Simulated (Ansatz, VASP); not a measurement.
Two plane-wave programs on Zr2PdO6

```xyz
9
Lattice="0.0000 3.7193 3.7193 3.7193 0.0000 3.7193 3.7193 3.7193 0.0000" Properties=species:S:1:pos:R:3 pbc="T T T"
Zr    1.8597    1.8597    1.8597
Zr    5.5790    5.5790    5.5790
Pd    0.0000    0.0000    0.0000
O     1.5885    3.7193    3.7193
O     5.8502    3.7193    3.7193
O     3.7193    1.5885    3.7193
O     3.7193    5.8502    3.7193
O     3.7193    3.7193    1.5885
O     3.7193    3.7193    5.8502
```

Alike in both runs: task single point; functional PBE; k mesh 4 × 4 × 4; occupations gaussian, width 0.1 eV; no spin polarisation.

|  | VASP | Ansatz |
| --- | --- | --- |
| version | VASP 6.6.1 | Ansatz 0.2.0 |
| potentials or method | VASP PAW PBE potentials, release 64 (Zr_sv, Pd, O) | scalar-relativistic, plane waves, PAW |
| plane-wave cutoff (eV) | 520 | 420 |
| valence electrons in the cell | 70 | 78 |

VASP gave:

| Item | Value |
| --- | --- |
| gap on the k mesh at the Fermi level (eV) | none |
| rms of the force components (eV/Å) | 9.248 |

**Question.** What did Ansatz give for the same quantities?

**Answer.** gap on the k mesh at the Fermi level (eV): none; rms of the force components (eV/Å): 9.718.

Atom by atom the forces differ by 0.470 eV/Å (rms over components). A gap of «none» marks a metal or a gap that the smearing closes. The functional is the same, so the differences come from potentials, cutoffs and numerics. The two sets of potentials don't hold the same shells in valence.

Caveats: the k mesh is coarse (spacing up to 0.37 Å⁻¹), so the values aren't converged; forces of over 1 eV/Å show positions far from the minimum, so gaps and moduli don't describe the material at rest.
